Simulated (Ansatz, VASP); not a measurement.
**Cross-check of Sn between VASP and Ansatz**

One calculation is typed for both programs; each brings its own data sets. How far apart do they land? The structure shown is the start of the Ansatz relaxation below; VASP solves that cell, so the two are compared at the walk's first step.

Calculated with Ansatz 0.2.0; plane waves, with VASP 6.6.1 beside it; single point at LDA.

**1. The structure**

The structure is trigonal, space group R-3m (No. 166). Conventional cell: a = 4.532 Å, b = 4.532 Å, c = 11.212 Å, α = 90.00°, β = 90.00°, γ = 120.00°. Sn has 4 Sn at 2.78 to 2.80 Å nearest.

**2. Ansatz: relaxation, LDA**

Ansatz runs on its PAW soft_1 files.

The two programs are compared at the cell with which this relaxation starts, whose forces are those of its first step.

File input.yaml:

```yaml
crystal:
  lattice:
    - [0.0215781986, 3.2259406848, 3.2259406848]
    - [3.2259406848, 0.0215781986, 3.2259406848]
    - [3.2259406848, 3.2259406848, 0.0215781986]
  atoms:
    - { symbol: Sn, position: [0.5, 0.5, 0.5] }
    - { symbol: Sn, position: [0.75, 0.75, 0.75] }
  conventional_axes: [[-1, 1, 0], [0, -1, 1], [1, 1, 1]]
kpoints:
  mp_grid: { grid: [12, 12, 12] }
hamiltonian:
  xc: lda
  pseudopotentials: { kind: paw, azcp: { folder: soft_1 }, xc_functional: pbe }
scf:
  occupations: { method: methfessel_paxton, width: 0.2 }
output:
  forces: true
  stress: true
  eigenvalues: true
relax:
  adjacent_minimum: "off"
  f_tol: 0.001
  max_steps: 60
  cell: { stress_tol: 0.01, fix: [a, b, gamma] }
```

Run with:

```console
ansatz run input.yaml --threads 4 --pin off --max-ram 10240MiB --backend cpu --events-out ev --progress --plain --runs-dir out
```

Numbers of over 12 decimals in the logs are rounded to 6 here.

Output:

```text
Engine: ansatz 0.2.0, x86_64-unknown-linux-gnu
Pseudopotentials: kind: paw
Pseudopotential: Sn, paw, valence charge 14, recommended cutoff 420 eV (normal), soft_1/Sn.paw.azcp
Functional definition: SPW92
  exchange = slater_x
  correlation = pw_c
Crystal: 2 atoms, lattice volume = 66.469 Å³
Basis set: ecut = 420 eV, 1291 PW (Γ)
Bands: 18, of which v1, the nominal top of the filled ones, is band 14 counted from 1 (13 counted from 0)
Symmetry: 12 space group operations
Space group: R-3m (ITA 166), of the structure as read, at distance tolerance 4.1e-5 Å
k-points: 189 of 1728
Non-local potential: Sn, projectors of the file, l = 0: 2, l = 1: 2, l = 2: 2, l = 3: 1
PAW form: soft (Blöchl's): semilocal exchange-correlation on the pseudo side does not see the compensation charge
PAW frozen core: Sn, regenerated for the run's functional, and the local potential with it (the file was generated under x = pbe(κ = 0.804, μ = 0.219515), c = pbe(β = 0.066725))
PAW one-centre angular grid: Sn, 590 points (default); XC on 64 Gauss nodes
Initial density: superposition of atomic densities (chi_scale 0.1, normalization cell)
Initial wavefunctions: pseudopotential atomic-orbital guess
Functional: x = slater, c = lda
SCF iter   1: F=—  HF=-11759.278538 eV  |F-HF|=—  |Δ(HF+E_count)|=         —  Δρ=2.33e-2  dr2=4.01e-1  ethr=3.10e-3  ⟨swp⟩=5.6  Hψ=17601  notcnv=0
preconditioner: auto → Kerker (q_TF=auto, 2.362 Å⁻¹)  [metal: Δε(μ)=0.038 eV  Ē_g=20.044 eV  σ=0.200 eV  W_gap=0.16  n_scr=14 (ndim 8)  ℏωp=24.1 eV  f_vac=0.002  D(μ)=0.14/eV (n_scr^D=0)]
SCF iter   2: F=—  HF=-11759.198874 eV  |F-HF|=—  |Δ(HF+E_count)|=   7.97e-2  S|Δr|=    0.00e0  Δρ=1.48e-2  dr2=1.89e-1  ethr=1.43e-3  ⟨swp⟩=1.0  Hψ=4915  notcnv=0
SCF iter   3: F=—  HF=-11759.146275 eV  |F-HF|=—  |Δ(HF+E_count)|=   5.26e-2  S|Δr|=    0.00e0  Δρ=3.21e-3  dr2=1.81e-2  ethr=6.74e-4  ⟨swp⟩=1.4  Hψ=3680  notcnv=0
SCF iter   4: F=—  HF=-11759.143668 eV  |F-HF|=—  |Δ(HF+E_count)|=   2.61e-3  S|Δr|=    0.00e0  Δρ=1.61e-3  dr2=3.07e-3  ethr=6.45e-5  ⟨swp⟩=2.0  Hψ=4118  notcnv=0
SCF iter   5: F=—  HF=-11759.143815 eV  |F-HF|=—  |Δ(HF+E_count)|=   1.47e-4  S|Δr|=    0.00e0  Δρ=2.64e-4  dr2=5.47e-5  ethr=1.10e-5  ⟨swp⟩=2.0  Hψ=4172  notcnv=0
SCF iter   6: F=—  HF=-11759.143834 eV  |F-HF|=—  |Δ(HF+E_count)|=   1.96e-5  S|Δr|=    0.00e0  Δρ=5.09e-5  dr2=1.39e-6  ethr=1.95e-7  ⟨swp⟩=2.0  Hψ=4186  notcnv=0
SCF iter   7: F=-11759.143836 eV  HF=-11759.143836 eV  |F-HF|=5.42e-8  |Δ(HF+E_count)|=   1.68e-6  S|Δr|=    0.00e0  Δρ=8.58e-6  dr2=3.84e-8  ethr=3.57e-10  ⟨swp⟩=5.8  Hψ=19581  notcnv=0
SCF 1 converged in 7 iterations: F = -11759.143836 eV  dr2 = 3.84e-8
  greatest PAW one-centre occupation: 0.991 electrons in one spin orbital (limit 2), on the Sn atom at site 1 (counted from 0), in its partial waves of l = 2
relax step   1: F+E_penalty+E_count = -11759.14383607 eV  Δ(F+E_penalty+E_count) = +0.000e0 eV  max|allowed force component| = 6.180e-2 eV/Å  Δτ_max = 0.0000 Å  P = +0.949 GPa  Ω = 66.469 Å³  fix = [a, b, gamma]  reactions: a +1.310, b +1.310 GPa  (7 SCF iters, dr2 threshold 1.00e-7 eV, accepted)
[...]
relax step   3: F+E_penalty+E_count = -11759.14526315 eV  Δ(F+E_penalty+E_count) = -1.427e-3 eV  max|allowed force component| = 6.181e-3 eV/Å  Δτ_max = 0.0092 Å  P = +0.729 GPa  Ω = 66.757 Å³  energy of the carried Pulay correction = -1.355e-5 eV  fix = [a, b, gamma]  reactions: a +1.011, b +1.011 GPa  (10 SCF iters, accepted)
[...]
relax step   4: F+E_penalty+E_count = -11759.14535669 eV  Δ(F+E_penalty+E_count) = -9.354e-5 eV  max|allowed force component| = 7.801e-4 eV/Å  Δτ_max = 0.0023 Å  P = +0.603 GPa  Ω = 66.931 Å³  energy of the carried Pulay correction = -2.172e-5 eV  fix = [a, b, gamma]  reactions: a +0.919, b +0.919 GPa  (5 SCF iters, dr2 threshold 6.87e-8 eV, accepted)
[...]
relax step   5: F+E_penalty+E_count = -11759.14535930 eV  Δ(F+E_penalty+E_count) = -2.603e-6 eV  max|allowed force component| = 2.439e-5 eV/Å  Δτ_max = 0.0001 Å  P = +0.617 GPa  Ω = 66.912 Å³  energy of the carried Pulay correction = -2.082e-5 eV  fix = [a, b, gamma]  reactions: a +0.925, b +0.925 GPa  (4 SCF iters, dr2 threshold 2.21e-9 eV, accepted)
[...]
relax step   6: F+E_penalty+E_count = -11759.14538043 eV  Δ(F+E_penalty+E_count) = -2.114e-5 eV  max|allowed force component| = 2.253e-5 eV/Å  Δτ_max = 0.0000 Å  P = +0.617 GPa  Ω = 66.912 Å³  fix = [a, b, gamma]  reactions: a +0.925, b +0.925 GPa  stress off target by 1.39e-4 GPa on what of the cell is left free  SCF on the basis re-selected at this cell (its energy is not comparable with the rows above)  (7 SCF iters)
basis re-selected at this cell: Δ(F+E_penalty+E_count) = -2.114e-5 eV, ΔP = +0.000 GPa vs the last step (what re-selecting the basis moved, of the pressure what is left beyond the Pulay correction that the steps carried, after the strain that the cell walked since its last selection, with what the two solves' SCF thresholds leave and, on support functions, any second-order correction that the steps lacked; it is no m [...]
SCF converged after 7 iterations
Stability not checked: this state was not tested for a lower state beside it, because cold or Methfessel-Paxton smearing, or corrected tetrahedra, fill the levels in a way that the test cannot read (fill_not_monotonic; see scf.lower_state_search)
Free energy (F): -11759.145380 eV
Harris-Foulkes:  -11759.145380 eV  (|F-HF|=1.27e-11)
Internal energy: -11759.145098 eV  (E = F + TS)
E sigma→0 (E₀):  -11759.145310 eV
Entropy (-TS):   -0.000282 eV (-0.141 meV/atom)
Fermi energy:    7.807995 eV
--- Per-component energies (eV) ---
  E_band       = -248.249292
  E_kinetic    = 339.667529
  E_local      = -2603.528930  (includes V_loc(G=0)·N_el)
  E_nonlocal   = 299.086493
  E_hartree    = 1265.669712
  E_xc         = -250.255220
  E_vxc        = -162.629677  (∫ρ·V_xc dr)
  E_paw        = -8451.423477  (= ΣΔE_a)
  E_vpaw       = -652.184651  (= ΣTr[D̂ρ^β])
  E_aug_tail   = 0.000547  (compensation charges beyond the density's cutoff)
  E_ewald      = -2359.211534
  E_core_change = 0.849782  (= ΣΔE_core)
  E_smearing   = -0.000282  (= −TS)
  E_closure    = -0.000000  (closes the sum)
  Σ components = -11759.145380   (vs F -11759.145380, Δ=0.00e0)
--- Forces (eV/Å), atoms counted from 1 ---
  atom   1  Sn    -0.00002253    -0.00002253    -0.00002253
  atom   2  Sn     0.00002253     0.00002253     0.00002253
  max |Σ_I F_I| component: 4.62e-18 eV/Å
--- Stress (GPa, compression-positive) ---
        0.616800      -0.308469      -0.308469
       -0.308469       0.616800      -0.308469
       -0.308469      -0.308469       0.616800
  P = ⅓ Tr σ = 0.6168 GPa (6.168 kbar)
--- Band table (eV; the first three rows and the last of 189) ---
  k-point 0: bands = [... 10 lower, -2.9889, 7.0994, 7.8025, 7.9583, 7.9583, 9.9191, 10.0062, 10.0062]
  k-point 1: bands = [... 10 lower, -2.9196, 6.2405, 7.6774, 7.8069, 8.3018, 10.1133, 10.1933, 10.2970]
  k-point 2: bands = [... 10 lower, -2.7144, 4.9700, 7.3706, 7.4872, 8.2897, 10.5000, 10.5803, 11.1880]
  k-point 188: bands = [... 10 lower, -1.3841, 1.3542, 6.7442, 6.7442, 7.8874, 11.1177, 11.1177, 13.4177]
--- Relaxed structure (5 steps of the walk, 4 accepted, 1 SCFs on fresh bases) ---
  F+E_penalty+E_count = -11759.14538043 eV   max|allowed force component| = 2.253e-5 eV/Å   (the final SCF, on the basis selected at the relaxed cell)
  cell:  # Å, volume = 66.9122 Å³
    - [0.035962, 3.240325, 3.240325]
    - [3.240325, 0.035962, 3.240325]
    - [3.240325, 3.240325, 0.035962]
  atoms:
    - { symbol: Sn, position: [0.501011, 0.501011, 0.501011] }
    - { symbol: Sn, position: [0.748989, 0.748989, 0.748989] }
```

Reading the cycles: dr2 is the Hartree energy of the density residual (eV), the measure of convergence; HF is the Harris–Foulkes estimate of the energy, which meets the free energy F at convergence.

**3. VASP: single point, LDA, start cell**

The same cell, functional (in two slightly different forms), mesh and smearing now go to VASP, with its own data sets.

Lines of VASP's logs that name or quote its potential files are left out, and so is its time.

File INCAR:

```
SYSTEM = Sn
PREC = Accurate
ENCUT = 400
EDIFF = 1E-06
NELM = 120
ISMEAR = 1
SIGMA = 0.2
LREAL = .FALSE.
ALGO = Normal
GGA = CA
NBANDS = 20
LORBIT = 11
LWAVE = .FALSE.
LCHARG = .FALSE.
ISIF = 2
LASPH = .TRUE.
GGA_COMPAT = .FALSE.
KPAR = 2
```

File POSCAR:

```
Sn
1.0
    0.0215780000      3.2259410000      3.2259410000
    3.2259410000      0.0215780000      3.2259410000
    3.2259410000      3.2259410000      0.0215780000
Sn
2
Direct
    0.5000000000      0.5000000000      0.5000000000
    0.7500000000      0.7500000000      0.7500000000
```

File KPOINTS:

```
Automatic mesh
0
Gamma
12 12 12
0 0 0
```

PAW data sets: Sn_d (LDA family, release 64).

Run with:

```console
mpirun -np 2 vasp_std
```

Output:

```text
[banner, memory and clock lines left out]
running    2 mpi-ranks, on    1 nodes
 distrk:  each k-point on    1 cores,    2 groups
 distr:  one band on    1 cores,    1 groups

 POSCAR found type information on POSCAR Sn
 POSCAR found :  1 types and       2 ions
 LDA part: xc-table for (Slater(with rela. corr.)+CA(PZ))
 , standard interpolation
 POSCAR, INCAR and KPOINTS ok, starting setup
 FFT: planning ... GRIDC
 FFT: planning ... GRID_SOFT
 FFT: planning ... GRID
 WAVECAR not read
 entering main loop
       N       E                     dE             d eps       ncg     rms          rms(c)
DAV:   1     0.209618778520E+03    0.20962E+03   -0.13301E+04  7612   0.179E+03
DAV:   2     0.129965549686E+02   -0.19662E+03   -0.19315E+03  7612   0.405E+02
DAV:   3    -0.838574138862E+01   -0.21382E+02   -0.21273E+02  8596   0.136E+02
DAV:   4    -0.905007469406E+01   -0.66433E+00   -0.66405E+00  8596   0.277E+01
DAV:   5    -0.907208871595E+01   -0.22014E-01   -0.22013E-01 10044   0.482E+00    0.344E+00
DAV:   6    -0.898050939698E+01    0.91579E-01   -0.43742E-02  9504   0.225E+00    0.193E+00
DAV:   7    -0.893563406038E+01    0.44875E-01   -0.65969E-02  7852   0.231E+00    0.149E-01
DAV:   8    -0.893624020112E+01   -0.60614E-03   -0.56454E-03  8740   0.847E-01    0.533E-02
DAV:   9    -0.893632211132E+01   -0.81910E-04   -0.18591E-04  9828   0.101E-01    0.160E-02
DAV:  10    -0.893632249199E+01   -0.38067E-06   -0.14999E-05  9932   0.420E-02    0.388E-03
DAV:  11    -0.893632278419E+01   -0.29220E-06   -0.12382E-06  6556   0.745E-03
   1 F= -.89363228E+01 E0= -.89361495E+01  d E =-.519825E-03
```

From OUTCAR (step 3):

```text
ion  position               nearest neighbor table
   1  0.500  0.500  0.500-   2 2.78   2 2.78   2 2.78   2 2.80
   2  0.750  0.750  0.750-   1 2.78   1 2.78   1 2.78   1 2.80

  LATTYP: Found a trigonal (rhomboedric) cell.
 ALAT       =     4.5622205428
 COS(alpha) =     0.5066775663

 Subroutine GETGRP returns: Found 12 space group operations
 (whereof  6 operations were pure point group operations)

The static configuration has the point symmetry C_3v.
 The point group associated with its full space group is D_3d.

 Found    189 irreducible k-points:

   k-points           NKPTS =    189   k-points in BZ     NKDIM =    189   number of bands    NBANDS=     20

   dimension x,y,z NGX =    30 NGY =   30 NGZ =   30
   dimension x,y,z NGXF=    60 NGYF=   60 NGZF=   60

   ENCUT  =  400.0 eV  29.40 Ry    5.42 a.u.   7.44  7.44  7.44*2*pi/ulx,y,z

   NELECT =      28.0000    total number of electrons

 k-points in reciprocal lattice and weights: Automatic mesh
   0.00000000  0.00000000  0.00000000       0.001
   0.08333333  0.00000000 -0.00000000       0.003
   0.16666667  0.00000000  0.00000000       0.003
   0.25000000  0.00000000 -0.00000000       0.003
   0.33333333  0.00000000 -0.00000000       0.003
   0.41666667  0.00000000  0.00000000       0.003
   0.50000000  0.00000000 -0.00000000       0.002
   0.08333333  0.08333333  0.00000000       0.003
   0.16666667  0.08333333  0.00000000       0.007
[...]
-0.41666667  0.50000000  0.41666667       0.003
   0.50000000  0.50000000  0.50000000       0.001

 average (electrostatic) potential at core
       1-101.1336       2-101.1336

 E-fermi :   5.6645

 k-point     1 :       0.0000    0.0000    0.0000
  band No.  band energies     occupation
    ...
      8     -15.6009      2.00000
      9     -15.5930      2.00000
     10     -15.5930      2.00000
     11      -5.1719      2.00000
     12       5.0580      2.00016
     13       5.7396      0.41110
     14       5.7554      0.31163
     15       5.7554      0.31163
     16       7.7346     -0.00000
     17       7.8565     -0.00000
    ...

 k-point     2 :       0.0833    0.0000   -0.0000
  band No.  band energies     occupation
    ...
     10     -15.5784      2.00000
     11      -5.1021      2.00000
     12       4.1265      2.00000
     13       5.5902      1.58305
     14       5.6049      1.47981
     15       6.1919     -0.00123
     16       7.9408     -0.00000
     17       8.0463     -0.00000
     18       8.1410     -0.00000
     19      10.9392      0.00000
    ...

 k-point     3 :       0.1667    0.0000    0.0000
  band No.  band energies     occupation
    ...
     10     -15.5635      2.00000
     11      -4.8955      2.00000
     12       2.8258      2.00000
     13       5.2735      2.01844
     14       5.2860      2.02227
     15       6.1956     -0.00112
     16       8.3383     -0.00000
     17       8.4432     -0.00000
     18       9.0440     -0.00000
     19      11.7227      0.00000
    ...

  Total        0.4006541      0.4006541      0.4006541     -0.1508840     -0.1508840     -0.1508840
  in kB        9.6574005      9.6574005      9.6574005     -3.6369204     -3.6369204     -3.6369204
  external PRESSURE =       9.6574005 kB  Pullay stress =       0.0000000 kB

  energy-cutoff  :      400.00
  volume of cell :       66.47
      direct lattice vectors                 reciprocal lattice vectors
     0.021578000  3.225941000  3.225941000    -0.156557372  0.155517134  0.155517134
     3.225941000  0.021578000  3.225941000     0.155517134 -0.156557372  0.155517134
     3.225941000  3.225941000  0.021578000     0.155517134  0.155517134 -0.156557372

 POSITION                                       TOTAL-FORCE (eV/Angst)
 -----------------------------------------------------------------------------------
      3.23673      3.23673      3.23673         0.062303      0.062303      0.062303
      4.85510      4.85510      4.85510        -0.062303     -0.062303     -0.062303
 -----------------------------------------------------------------------------------
    total drift:                                0.000000     -0.000000     -0.000000

  FREE ENERGIE OF THE ION-ELECTRON SYSTEM (eV)
  ---------------------------------------------------
  free  energy   TOTEN  =        -8.9363227842 eV

  energy  without entropy=       -8.9358029588  energy(sigma->0) =       -8.93614951

 total charge
# of ion       s       p       d       tot
------------------------------------------
    1        1.174   1.247   9.971  12.391
    2        1.174   1.247   9.971  12.391
--------------------------------------------------
tot          2.348   2.493  19.941  24.782

[... 3 further parts left out ...]
```

The run ends at a pressure of 0.97 GPa, with forces up to 0.11 eV/Å.

**4. Comparison**

Known differences besides the potentials themselves: the two LDA forms differ slightly; the cutoff is 420 eV in Ansatz and 400 eV in VASP; VASP's log shows a relativistic correction to its local exchange, Ansatz's none. Total energies have different zeros and are not compared.

Forces (eV/Å; atoms numbered as in POSCAR):

```csv
atom,"Ansatz x, y, z","VASP x, y, z"
Sn1,"0.062, 0.062, 0.062","0.062, 0.062, 0.062"
Sn2,"-0.062, -0.062, -0.062","-0.062, -0.062, -0.062"
```

The forces differ by 0.5 meV/Å r.m.s., which is 0.8 % of the r.m.s. force of 0.062 eV/Å (both taken over all components).

**5. Summary of results**

| Property | Result |
| --- | --- |
| r.m.s. force difference (single point, LDA, start cell) | 0.5 meV/Å |

The r.m.s. force difference is 0.5 meV/Å (single point, LDA, start cell), within the 12 meV/Å picked in this series as the mark of a large difference. Such differences can come from data sets, numerical settings and the points named under the comparisons, not from the functional's error against experiment.

[Lines on the potential files, build, host, timing and source positions are cut from VASP's logs without a mark.]

[Logs are printed without paths, hosts, clocks, repeated set-up lines and the standing remarks that a program may print on its own settings, such as how far it seeks lower states.]

[Hosts, paths, dates, database ids (printed as entryN), source tags and the programs' standing remarks are cut or masked in the printed files.]
